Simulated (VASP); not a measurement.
The system is F4C, in a box.

```
CELL_PARAMETERS angstrom
12.00000 0.00000 0.00000
0.00000 11.00000 0.00000
0.00000 0.00000 11.00000
ATOMIC_POSITIONS crystal
F 0.41743 0.48525 0.59199
F 0.58473 0.43738 0.54022
F 0.44961 0.41150 0.41420
F 0.50466 0.59232 0.45870
C 0.48911 0.48162 0.50128
```

Base run:

| Property | Result |
| --- | --- |
| Program | VASP 6.6.1 |
| Functional | PBE |
| Potentials or basis | VASP PAW PBE potentials, release 64 (F, C) |
| Cutoff | 520 eV |
| k mesh | 1 × 1 × 1 |
| Occupations | gaussian, width 0.01 eV |
| Spin | no spin polarisation |

Its results: gap between the frontier levels 9.85 eV; largest force 1.517 eV/Å.

Q: After a change of settings the same cell gave: gap between the frontier levels 12.98 eV; largest force 0.175 eV/Å. Which change was it?
A. further incar settings from ALGO = Normal; EDIFF = 1e-07; NBANDS = 24 to ALGO = Normal; EDIFF = 1e-06
B. further incar settings from ALGO = Normal; EDIFF = 1e-07; NBANDS = 24 to ALGO = Fast; EDIFF = 1e-06; dispersion from none to TS
C. functional from PBE to r2SCAN0; further incar settings from ALGO = Normal; EDIFF = 1e-07; NBANDS = 24 to ALGO = Normal; EDIFF = 1e-06; NBANDS = 24

A: C.

Caveats: the PAW data sets were made with another functional, which shifts forces and pressure a little (some runs).
